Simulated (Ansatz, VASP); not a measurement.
# B2H5 (B2H5 (P2_1/c)) in two plane-wave programs

One calculation is typed for both programs; each brings its own data sets. How far apart do they land? The structure shown is the start of the Ansatz relaxation below; VASP solves that cell, so the two are compared at the walk's first step.

Program: Ansatz 0.2.0. Level of theory: plane waves, with VASP 6.6.1 beside it; single point at PBEsol. Results are calculated unless marked as measured.

## 1. Starting point

The cell holds 56 atoms: 16 B and 40 H. Its edges and angles: a = 5.799 Å, b = 10.088 Å, c = 9.045 Å, α = 90.0°, β = 111.6°, γ = 90.0°.

## 2. Ansatz: relaxation, PBEsol

Ansatz runs on its default PAW (the set named soft_2) files.

The two programs are compared at the cell with which this relaxation starts, whose forces are those of its first step.

input.yaml

```yaml
crystal:
  lattice:
    - [5.7989682, 0.0, 0.0]
    - [0.0, 10.0881297, 0.0]
    - [-3.3305081, 0.0, 8.4093541]
  atoms:
    - { symbol: B, position: [0.89701289, 0.41349946, 0.72175711] }
    - { symbol: B, position: [0.10298711, 0.91349946, 0.77824289] }
    - { symbol: B, position: [0.10298711, 0.58650054, 0.27824289] }
    - { symbol: B, position: [0.89701289, 0.08650054, 0.22175711] }
    - { symbol: B, position: [0.05806013, 0.29726159, 0.88285624] }
    - { symbol: B, position: [0.94193987, 0.79726159, 0.61714376] }
    - { symbol: B, position: [0.94193987, 0.70273841, 0.11714376] }
    - { symbol: B, position: [0.05806013, 0.20273841, 0.38285624] }
    - { symbol: B, position: [0.74916426, 0.26871435, 0.73060599] }
    - { symbol: B, position: [0.25083574, 0.76871435, 0.76939401] }
    - { symbol: B, position: [0.25083574, 0.73128565, 0.26939401] }
    - { symbol: B, position: [0.74916426, 0.23128565, 0.23060599] }
    - { symbol: B, position: [0.60240763, 0.4249078, 0.75361909] }
    - { symbol: B, position: [0.39759237, 0.9249078, 0.74638091] }
    - { symbol: B, position: [0.39759237, 0.5750922, 0.24638091] }
    - { symbol: B, position: [0.60240763, 0.0750922, 0.25361909] }
    - { symbol: H, position: [0.93243642, 0.43245763, 0.60269425] }
    - { symbol: H, position: [0.06756358, 0.93245763, 0.89730575] }
    - { symbol: H, position: [0.06756358, 0.56754237, 0.39730575] }
    - { symbol: H, position: [0.93243642, 0.06754237, 0.10269425] }
    - { symbol: H, position: [0.09363897, 0.42877407, 0.84217189] }
    - { symbol: H, position: [0.90636103, 0.92877407, 0.65782811] }
    - { symbol: H, position: [0.90636103, 0.57122593, 0.15782811] }
    - { symbol: H, position: [0.09363897, 0.07122593, 0.34217189] }
    - { symbol: H, position: [0.22222145, 0.23598007, 0.86601281] }
    - { symbol: H, position: [0.77777855, 0.73598007, 0.63398719] }
    - { symbol: H, position: [0.77777855, 0.76401993, 0.13398719] }
    - { symbol: H, position: [0.22222145, 0.26401993, 0.36601281] }
    - { symbol: H, position: [0.07344901, 0.32350564, 0.01508709] }
    - { symbol: H, position: [0.92655099, 0.82350564, 0.48491291] }
    - { symbol: H, position: [0.92655099, 0.67649436, 0.98491291] }
    - { symbol: H, position: [0.07344901, 0.17649436, 0.51508709] }
    - { symbol: H, position: [0.86422414, 0.20459656, 0.85614467] }
    - { symbol: H, position: [0.13577586, 0.70459656, 0.64385533] }
    - { symbol: H, position: [0.13577586, 0.79540344, 0.14385533] }
    - { symbol: H, position: [0.86422414, 0.29540344, 0.35614467] }
    - { symbol: H, position: [0.69559955, 0.20026604, 0.61659488] }
    - { symbol: H, position: [0.30440045, 0.70026604, 0.88340512] }
    - { symbol: H, position: [0.30440045, 0.79973396, 0.38340512] }
    - { symbol: H, position: [0.69559955, 0.29973396, 0.11659488] }
    - { symbol: H, position: [0.56536643, 0.28828415, 0.77087681] }
    - { symbol: H, position: [0.43463357, 0.78828415, 0.72912319] }
    - { symbol: H, position: [0.43463357, 0.71171585, 0.22912319] }
    - { symbol: H, position: [0.56536643, 0.21171585, 0.27087681] }
    - { symbol: H, position: [0.42869421, 0.45827155, 0.64052137] }
    - { symbol: H, position: [0.57130579, 0.95827155, 0.85947863] }
    - { symbol: H, position: [0.57130579, 0.54172845, 0.35947863] }
    - { symbol: H, position: [0.42869421, 0.04172845, 0.14052137] }
    - { symbol: H, position: [0.60814216, 0.45415426, 0.88314474] }
    - { symbol: H, position: [0.39185784, 0.95415426, 0.61685526] }
    - { symbol: H, position: [0.39185784, 0.54584574, 0.11685526] }
    - { symbol: H, position: [0.60814216, 0.04584574, 0.38314474] }
    - { symbol: H, position: [0.79435716, 0.51222323, 0.75748103] }
    - { symbol: H, position: [0.20564284, 0.01222323, 0.74251897] }
    - { symbol: H, position: [0.20564284, 0.48777677, 0.24251897] }
    - { symbol: H, position: [0.79435716, 0.98777677, 0.25748103] }
basis:
  ecutwfc: 420
  xc_grid: 2
hamiltonian:
  xc: pbesol
kpoints:
  mp_grid: { grid: [5, 3, 3] }
scf:
  occupations: { method: fermi_dirac, width: 0.01 }
  max_iter: 150
output:
  forces: true
  stress: true
relax:
  f_tol: 0.01
  max_steps: 60
  cell: {}
checkpoint:
  write: "../pbesol.run"
  compress: false
  write_wavefunctions: false
  write_every: 100000
```

Launch:

```
> ansatz run input.yaml --threads 1 --pin off --max-ram 2355MiB --backend cpu --events-out ev --progress --plain --runs-dir out
```

Numbers of over 12 decimals in the logs are rounded to 6 here.

Output:

```text
Engine: ansatz 0.2.0, aarch64-unknown-linux-gnu
Pseudopotentials: kind: paw
Pseudopotential: B, paw, valence charge 3, recommended cutoff 420 eV (normal), B.paw.azcp
Pseudopotential: H, paw, valence charge 1, recommended cutoff 420 eV (normal), H.paw.azcp
Functional definition: PBEsol
  exchange = pbesol_x
  correlation = pbesol_c
Crystal: 56 atoms, lattice volume = 491.953 Å³
Basis set: ecut = 420 eV, 9633 PW (Γ), exchange–correlation on 80×144×128 points (8 copies of the dense FFT grid, shifted against one another)
Bands: 100, of which v1, the nominal top of the filled ones, is band 44 counted from 1 (43 counted from 0)
Symmetry: 4 space group operations
Space group: P21/c (ITA 14), of the structure as read, at distance tolerance 7.9e-5 Å
k-points: 16 of 45
Non-local potential: B, projectors of the file, l = 0: 2, l = 1: 2, l = 2: 1
Non-local potential: H, projectors of the file, l = 0: 2, l = 1: 1
PAW form: soft (Blöchl's): semilocal exchange-correlation on the pseudo side does not see the compensation charge
PAW frozen core: B, regenerated for the run's functional, and the local potential with it (the file was generated under x = pbe(κ = 0.804, μ = 0.219515), c = pbe(β = 0.066725))
PAW one-centre angular grid: B, 110 points (default); XC on 64 Gauss nodes
PAW one-centre angular grid: H, 110 points (default); XC on 64 Gauss nodes
Initial density: superposition of atomic densities (neutral atoms: chi_scale 0, normalization atom), corrected by the library's trained network
Initial wavefunctions: pseudopotential atomic-orbital guess
Functional: x = pbesol(κ = 0.804, μ = 0.123457), c = pbesol(β = 0.046)
SCF iter   1: F=—  HF=-3070.211514 eV  |F-HF|=—  |Δ(HF+E_count)|=         —  Δρ=8.14e-3  dr2=2.55e-1  ethr=1.77e-3  ⟨swp⟩=6.0  Hψ=7914  notcnv=0  defer=323
preconditioner: auto → Resta (q_TF=auto, 2.048 Å⁻¹)  ε∞=2.3  [insulator: Δε(μ)=6.233 eV  Ē_g=13.590 eV  σ=0.010 eV  W_gap=1.00  n_scr=70 (ndim 8)  ℏωp=15.7 eV  f_vac=0.044  D(μ)=0.00/eV (n_scr^D=0)  ε∞_Penn≈2.3]
SCF iter   2: F=—  HF=-3070.158707 eV  |F-HF|=—  |Δ(HF+E_count)|=   5.28e-2  Δρ=3.82e-3  dr2=5.58e-2  ethr=2.89e-4  ⟨swp⟩=2.0  Hψ=1969  notcnv=0  defer=767
SCF iter   3: F=—  HF=-3070.151607 eV  |F-HF|=—  |Δ(HF+E_count)|=   7.10e-3  Δρ=5.36e-4  dr2=1.77e-3  ethr=6.34e-5  ⟨swp⟩=3.0  Hψ=1666  notcnv=0  defer=767
SCF iter   4: F=—  HF=-3070.152493 eV  |F-HF|=—  |Δ(HF+E_count)|=   8.86e-4  Δρ=1.73e-4  dr2=1.48e-4  ethr=2.01e-6  ⟨swp⟩=3.0  Hψ=1666  notcnv=0  defer=767
SCF iter   5: F=—  HF=-3070.152814 eV  |F-HF|=—  |Δ(HF+E_count)|=   3.21e-4  Δρ=2.81e-5  dr2=4.98e-6  ethr=1.69e-7  ⟨swp⟩=2.0  Hψ=1589  notcnv=0  defer=767
SCF iter   6: F=—  HF=-3070.152914 eV  |F-HF|=—  |Δ(HF+E_count)|=   9.97e-5  Δρ=8.11e-6  dr2=3.09e-7  ethr=5.65e-9  ⟨swp⟩=2.0  Hψ=1490  notcnv=0  defer=767
SCF iter   7: F=-3070.152915 eV  HF=-3070.152915 eV  |F-HF|=2.87e-8  |Δ(HF+E_count)|=   8.84e-7  Δρ=1.80e-6  dr2=1.90e-8  ethr=1.14e-10  ⟨swp⟩=4.1  Hψ=3712  notcnv=0
SCF 1 converged in 7 iterations: F = -3070.152915 eV  dr2 = 1.90e-8
  greatest PAW one-centre occupation: 0.550 electrons in one spin orbital (limit 2), on the B atom at site 3 (counted from 0), in its partial waves of l = 0
relax step   1: F+E_penalty+E_count = -3070.15291460 eV  Δ(F+E_penalty+E_count) = +0.000e0 eV  max|allowed force component| = 4.774e-1 eV/Å  Δτ_max = 0.0000 Å  P = +0.925 GPa  Ω = 491.953 Å³  (7 SCF iters, dr2 threshold 1.00e-7 eV, accepted)
Crystal: 56 atoms, lattice volume = 500.038 Å³
Basis set: ecut = 420 eV, 9765 PW (Γ), exchange–correlation on 80×144×128 points (8 copies of the dense FFT grid, shifted against one another)
Initial density: handed on by an earlier stage of this run
Initial wavefunctions: those handed on with the density
iter 1 solved again at ethr=6.49e-5 eV; its pass at ethr=3.10e-3 eV (dr2=5.71e-2 eV) is discarded
SCF iter   1: F=—  HF=-3070.230314 eV  |F-HF|=—  |Δ(HF+E_count)|=         —  Δρ=3.96e-3  dr2=5.67e-2  ethr=6.49e-5  ⟨swp⟩=6.7  Hψ=7813  notcnv=0  defer=1
preconditioner: auto → Resta (q_TF=auto, 2.042 Å⁻¹)  ε∞=2.3  [insulator: Δε(μ)=6.162 eV  Ē_g=13.539 eV  σ=0.010 eV  W_gap=1.00  n_scr=70 (ndim 8)  ℏωp=15.6 eV  f_vac=0.036  D(μ)=0.00/eV (n_scr^D=0)  ε∞_Penn≈2.3]
SCF iter   2: F=—  HF=-3070.217516 eV  |F-HF|=—  |Δ(HF+E_count)|=   1.28e-2  Δρ=1.83e-3  dr2=1.17e-2  ethr=6.45e-5  ⟨swp⟩=1.8  Hψ=1742  notcnv=0
SCF iter   3: F=—  HF=-3070.215511 eV  |F-HF|=—  |Δ(HF+E_count)|=   2.01e-3  Δρ=2.34e-4  dr2=2.48e-4  ethr=1.33e-5  ⟨swp⟩=4.7  Hψ=3163  notcnv=0
SCF iter   4: F=—  HF=-3070.215758 eV  |F-HF|=—  |Δ(HF+E_count)|=   2.47e-4  Δρ=6.21e-5  dr2=2.54e-5  ethr=2.82e-7  ⟨swp⟩=2.5  Hψ=2360  notcnv=0
SCF iter   5: F=-3070.215805 eV  HF=-3070.215802 eV  |F-HF|=2.59e-6  |Δ(HF+E_count)|=   4.39e-5  Δρ=1.30e-5  dr2=1.10e-6  ethr=6.36e-9  ⟨swp⟩=4.0  Hψ=3600  notcnv=0
SCF 2 converged in 5 iterations: F = -3070.215805 eV  dr2 = 1.10e-6
[...]
E_band       = -563.570123
  E_kinetic    = 1324.905044
  E_local      = -2783.759081  (includes V_loc(G=0)·N_el)
  E_nonlocal   = 247.374482
  E_hartree    = 887.795651
  E_xc         = -857.137983
  E_vxc        = -1057.616912  (∫ρ·V_xc dr)
  E_paw        = -1228.974389  (= ΣΔE_a)
  E_vpaw       = -70.015020  (= ΣTr[D̂ρ^β])
  E_aug_tail   = -0.050229  (compensation charges beyond the density's cutoff)
  E_ewald      = -660.643533
  E_core_change = 0.235375  (= ΣΔE_core)
  E_smearing   = -0.000000  (= −TS)
  E_closure    = -0.000000  (closes the sum)
  Σ components = -3070.254664   (vs F -3070.254664, Δ=0.00e0)
--- Forces (eV/Å), atoms counted from 1 ---
  atom   1  B      0.00211497     0.00202302     0.00090211
  atom   2  B     -0.00211497     0.00202302    -0.00090211
  atom   3  B     -0.00211497    -0.00202302    -0.00090211
  atom   4  B      0.00211497    -0.00202302     0.00090211
  atom   5  B      0.00341977    -0.00137875     0.00267340
  atom   6  B     -0.00341977    -0.00137875    -0.00267340
  atom   7  B     -0.00341977     0.00137875    -0.00267340
  atom   8  B      0.00341977     0.00137875     0.00267340
  atom   9  B     -0.00106096    -0.00157319     0.00403715
  atom  10  B      0.00106096    -0.00157319    -0.00403715
  atom  11  B      0.00106096     0.00157319    -0.00403715
  atom  12  B     -0.00106096     0.00157319     0.00403715
  atom  13  B     -0.00583059     0.00491224    -0.00145619
  atom  14  B      0.00583059     0.00491224     0.00145619
  atom  15  B      0.00583059    -0.00491224     0.00145619
  atom  16  B     -0.00583059    -0.00491224    -0.00145619
  atom  17  H      0.00118674     0.00047152    -0.00056605
  atom  18  H     -0.00118674     0.00047152     0.00056605
  atom  19  H     -0.00118674    -0.00047152     0.00056605
  atom  20  H      0.00118674    -0.00047152    -0.00056605
  atom  21  H      0.00080829     0.00268591    -0.00048278
  atom  22  H     -0.00080829     0.00268591     0.00048278
  atom  23  H     -0.00080829    -0.00268591     0.00048278
  atom  24  H      0.00080829    -0.00268591    -0.00048278
[...]
atom  49  H     -0.00026306    -0.00142334    -0.00039204
  atom  50  H      0.00026306    -0.00142334     0.00039204
  atom  51  H      0.00026306     0.00142334     0.00039204
  atom  52  H     -0.00026306     0.00142334    -0.00039204
  atom  53  H      0.00192117     0.00244999    -0.00093332
  atom  54  H     -0.00192117     0.00244999     0.00093332
  atom  55  H     -0.00192117    -0.00244999     0.00093332
  atom  56  H      0.00192117    -0.00244999    -0.00093332
  max |Σ_I F_I| component: 2.17e-19 eV/Å
--- Stress (GPa, compression-positive) ---
        0.030347       0.000000       0.014510
        0.000000       0.038397      -0.000000
        0.014510      -0.000000      -0.010079
  P = ⅓ Tr σ = 0.0196 GPa (0.196 kbar)
--- Relaxed structure (11 steps of the walk, 11 accepted, 3 SCFs on fresh bases) ---
  F+E_penalty+E_count = -3070.25466409 eV   max|allowed force component| = 5.831e-3 eV/Å   (the final SCF, on the basis selected at the relaxed cell)
  cell:  # Å, volume = 516.5724 Å³
    - [5.855518, 0, 0.152528]
    - [0, 10.432484, 0]
    - [-3.141799, 0, 8.374417]
  atoms:
    - { symbol: B, position: [0.889634, 0.413365, 0.716220] }
    - { symbol: B, position: [0.110366, 0.913365, 0.783780] }
    - { symbol: B, position: [0.110366, 0.586635, 0.283780] }
    - { symbol: B, position: [0.889634, 0.086635, 0.216220] }
    - { symbol: B, position: [0.050762, 0.304886, 0.874892] }
    - { symbol: B, position: [0.949238, 0.804886, 0.625108] }
    - { symbol: B, position: [0.949238, 0.695114, 0.125108] }
    - { symbol: B, position: [0.050762, 0.195114, 0.374892] }
    - { symbol: B, position: [0.750257, 0.274380, 0.736412] }
    - { symbol: B, position: [0.249743, 0.774380, 0.763588] }
    - { symbol: B, position: [0.249743, 0.725620, 0.263588] }
    - { symbol: B, position: [0.750257, 0.225620, 0.236412] }
    - { symbol: B, position: [0.608003, 0.424732, 0.760136] }
    - { symbol: B, position: [0.391997, 0.924732, 0.739864] }
    - { symbol: B, position: [0.391997, 0.575268, 0.239864] }
    - { symbol: B, position: [0.608003, 0.075268, 0.260136] }
    - { symbol: H, position: [0.920678, 0.429981, 0.592036] }
    - { symbol: H, position: [0.079322, 0.929981, 0.907964] }
    - { symbol: H, position: [0.079322, 0.570019, 0.407964] }
    - { symbol: H, position: [0.920678, 0.070019, 0.092036] }
    - { symbol: H, position: [0.084461, 0.431432, 0.831181] }
    - { symbol: H, position: [0.915539, 0.931432, 0.668819] }
    - { symbol: H, position: [0.915539, 0.568568, 0.168819] }
    - { symbol: H, position: [0.084461, 0.068568, 0.331181] }
    - { symbol: H, position: [0.211274, 0.244105, 0.852681] }
    - { symbol: H, position: [0.788726, 0.744105, 0.647319] }
    - { symbol: H, position: [0.788726, 0.755895, 0.147319] }
    - { symbol: H, position: [0.211274, 0.255895, 0.352681] }
    - { symbol: H, position: [0.072699, 0.333044, 0.00996607] }
    - { symbol: H, position: [0.927301, 0.833044, 0.490034] }
    - { symbol: H, position: [0.927301, 0.666956, 0.990034] }
    - { symbol: H, position: [0.072699, 0.166956, 0.509966] }
    - { symbol: H, position: [0.865857, 0.215397, 0.863723] }
    - { symbol: H, position: [0.134143, 0.715397, 0.636277] }
    - { symbol: H, position: [0.134143, 0.784603, 0.136277] }
    - { symbol: H, position: [0.865857, 0.284603, 0.363723] }
    - { symbol: H, position: [0.695208, 0.203966, 0.624875] }
    - { symbol: H, position: [0.304792, 0.703966, 0.875125] }
    - { symbol: H, position: [0.304792, 0.796034, 0.375125] }
    - { symbol: H, position: [0.695208, 0.296034, 0.124875] }
[...]
- { symbol: H, position: [0.614902, 0.456808, 0.891515] }
    - { symbol: H, position: [0.385098, 0.956808, 0.608485] }
    - { symbol: H, position: [0.385098, 0.543192, 0.108485] }
    - { symbol: H, position: [0.614902, 0.043192, 0.391515] }
    - { symbol: H, position: [0.791073, 0.510843, 0.755717] }
    - { symbol: H, position: [0.208927, 0.010843, 0.744283] }
    - { symbol: H, position: [0.208927, 0.489157, 0.244283] }
    - { symbol: H, position: [0.791073, 0.989157, 0.255717] }
```

(Part 1 of 2 ends here.)

[Lines on the potential files, build, host, timing and source positions are cut from VASP's logs without a mark.]

[Logs are printed without paths, hosts, clocks, repeated set-up lines and the standing remarks that a program may print on its own settings, such as how far it seeks lower states.]

[Hosts, paths, dates, database ids (printed as entryN), source tags and the programs' standing remarks are cut or masked in the printed files.]
